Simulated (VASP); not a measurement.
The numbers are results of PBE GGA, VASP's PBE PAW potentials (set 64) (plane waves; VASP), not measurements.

The input files of a VASP run:

File KPOINTS_OPT:
```
k-points along high-symmetry lines
6
Line-mode
Reciprocal
  0.000000   0.000000   0.000000 ! GAMMA
  0.000000   0.500000   0.000000 ! X

  0.000000   0.500000   0.000000 ! X
  0.500000   0.500000   0.000000 ! M

  0.500000   0.500000   0.000000 ! M
  0.000000   0.000000   0.000000 ! GAMMA

  0.000000   0.000000   0.000000 ! GAMMA
  0.000000   0.000000   0.500000 ! Z

  0.000000   0.000000   0.500000 ! Z
  0.000000   0.500000   0.500000 ! R

  0.000000   0.500000   0.500000 ! R
  0.500000   0.500000   0.500000 ! A

  0.500000   0.500000   0.500000 ! A
  0.000000   0.000000   0.500000 ! Z

  0.000000   0.500000   0.000000 ! X
  0.000000   0.500000   0.500000 ! R

  0.500000   0.500000   0.000000 ! M
  0.500000   0.500000   0.500000 ! A
```

INCAR:
```
! general
SYSTEM  = HfO2
PREC    = Accurate
ENCUT   = 400   ! plane-wave cut-off (eV)
LREAL   = F   ! projection in real space or not
LASPH   = T   ! aspherical one-centre terms

! electronic loop
EDIFF   = 1E-6
NELM    = 100   ! most electronic steps
ALGO    = Normal   ! blocked Davidson
LMAXMIX = 6   ! l cut-off of mixed one-centre charges

! smearing
ISMEAR  = -1
SIGMA   = 0.01

! functional
GGA     = PE   ! PBE

! ions
ISIF    = 2   ! forces and stress, cell fixed

! output
LWAVE   = F
LCHARG  = F
```

File KPOINTS:
```
Automatic mesh
0
Gamma
8 8 5
0 0 0
```

**POSCAR**
```
HfO2
1
    3.5249300000     0.0000000000     0.0000000000
    0.0000000000     3.5249300000     0.0000000000
    0.0000000000     0.0000000000     5.1237620000
Hf O
2 4
Direct
  0.5000000000   0.5000000000   0.5000000000
  0.0000000000   0.0000000000   0.0000000000
  0.0000000000   0.5000000000   0.6972100000
  0.0000000000   0.5000000000   0.1972100000
  0.5000000000   0.0000000000   0.8027900000
  0.5000000000   0.0000000000   0.3027900000
```

POTCAR, in this order: Hf_pv O (PBE.64 set). Program: vasp_std.

What will the output report for the number of irreducible k-points (NKPTS), largest plane-wave count, number of space-group operations, FFT grid (NGX, NGY, NGZ)?

```
Property                                      Result
--------------------------------------  ------------
number of irreducible k-points (NKPTS)            45
largest plane-wave count                        1192
number of space-group operations                  16
FFT grid (NGX, NGY, NGZ)                24 × 24 × 36
```

The structure comes from a computed database's HfO2 entry; how it stands against other phases isn't given here. The cell was not relaxed at this level.
